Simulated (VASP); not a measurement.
Here is the system:

```
CELL_PARAMETERS angstrom
      2.14048    -5.91970     0.00000
      2.14048     5.91970     0.00000
      0.00000     0.00000     4.74168
ATOMIC_POSITIONS crystal
  Tl 0.39379 0.60621 0.75000
  Tl 0.60621 0.39379 0.25000
  Br 0.86318 0.13682 0.25000
  Br 0.13682 0.86318 0.75000
```

The numbers are results of LDA (Ceperley-Alder, Perdew-Zunger), VASP's LDA PAW potentials (set 64) (plane waves; VASP), not measurements. Run with 400 eV cut-off, 6×6×5 Γ-centred mesh, tetrahedra with Blöchl corrections, potentials Tl_d Br.

The cores are frozen, which limits the accuracy of field gradients.

Task: Give the principal components of the electric field gradient (V/Å²) and the asymmetry η at each nucleus.

Result: 
```csv
atom,Vxx,Vyy,Vzz,η
Tl1,-33.7,-6.1,39.8,0.69
Tl2,-33.7,-6.1,39.8,0.69
Br3,-7.8,-3.5,11.3,0.38
Br4,-7.8,-3.5,11.3,0.38
```

The structure comes from a computed database's TlBr entry (Cmcm); how it stands against other phases isn't given here. It was relaxed first, which changed the volume by -12 %.
